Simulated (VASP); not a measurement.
Crystal: Ta.

```
CELL_PARAMETERS angstrom
-1.65128 1.65128 1.65128
1.65128 -1.65128 1.65128
1.65128 1.65128 -1.65128
ATOMIC_POSITIONS crystal
Ta 0.00000 0.00000 0.00000
```

* Program: VASP 6.6.1
* Task: relaxation of cell and atoms
* Functional: PBE
* Potentials or basis: VASP PAW PBE potentials, release 64 (Ta_pv)
* Cutoff: 520 eV
* k mesh: 10 × 10 × 10
* Occupations: gaussian, width 0.1 eV
* Spin: no spin polarisation

At the start: pressure 4.8 GPa; volume 18.01 Å³/atom.

Q: How do energy, volume and symmetry change on relaxing?

A: Over 5 steps the energy falls by 5.9 meV/atom and the volume is 18.42 Å³/atom (+2.3 %); space group Im-3m (No. 229, to 0.05 Å).

Step by step:
| step | energy change (eV) | largest force (eV/Å) | pressure (GPa) | volume (Å³) |
| --- | --- | --- | --- | --- |
| 1 | 0.0000 | 0.0000 | 4.75 | 18.01 |
| 2 | 0.0272 | 0.0000 | -9.95 | 19.44 |
| 3 | -0.0059 | 0.0000 | -0.09 | 18.43 |
| 4 | -0.0059 | 0.0000 | 0.02 | 18.42 |
| 5 | -0.0059 | 0.0000 | 0.01 | 18.42 |

Final structure:
```xyz
1
Lattice="-1.6636 1.6636 1.6636 1.6636 -1.6636 1.6636 1.6636 1.6636 -1.6636" Properties=species:S:1:pos:R:3 pbc="T T T"
Ta    0.0000    0.0000    0.0000
```
